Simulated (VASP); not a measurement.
A run of VASP 6.6.1:

File INCAR:

```
SYSTEM = HfC
  PREC = Accurate
  ENCUT = 600
  EDIFF = 1E-6
  ISMEAR = 1
  SIGMA = 0.1
  LREAL = .False.
  LASPH = .True.
  NELM = 80
  ALGO = Normal
  ISIF = 3
  LWAVE = .False.
  LCHARG = .False.
  GGA = PE
  IVDW = 12
  IBRION = 2
  NSW = 90
  EDIFFG = -0.01
```

KPOINTS

```
Automatic mesh
0
Gamma
  14 14 14
  0 0 0
```

File POSCAR:

```
HfC
1.0
    0.0000000000      2.3250000000      2.3250000000
    2.3250000000      0.0000000000      2.3250000000
    2.3250000000      2.3250000000      0.0000000000
Hf C
1 1
Direct
    0.5000000000      0.5000000000      0.5000000000
    0.0000000000      0.0000000000      0.0000000000
```

Potentials or basis: VASP PAW PBE potentials, release 64 (Hf_pv, C).

Command:

```console
$ cat potpaw_PBE.64/Hf_pv/POTCAR potpaw_PBE.64/C/POTCAR > POTCAR
$ mpirun -np 1 vasp_std > vasp.out
```

Hardware: 1 thread of Intel(R) Xeon(R) Platinum 8259CL CPU @ 2.50GHz (Skylake/Cascade Lake), on a shared host.

Question: Estimate the wall time of this run.

Answer: Wall time 71 s on 1 thread of Intel(R) Xeon(R) Platinum 8259CL CPU @ 2.50GHz (Skylake/Cascade Lake), with other jobs on the host, peak memory 0.2 GiB. Counts: scf iterations 30, k points 104, ion steps 3.
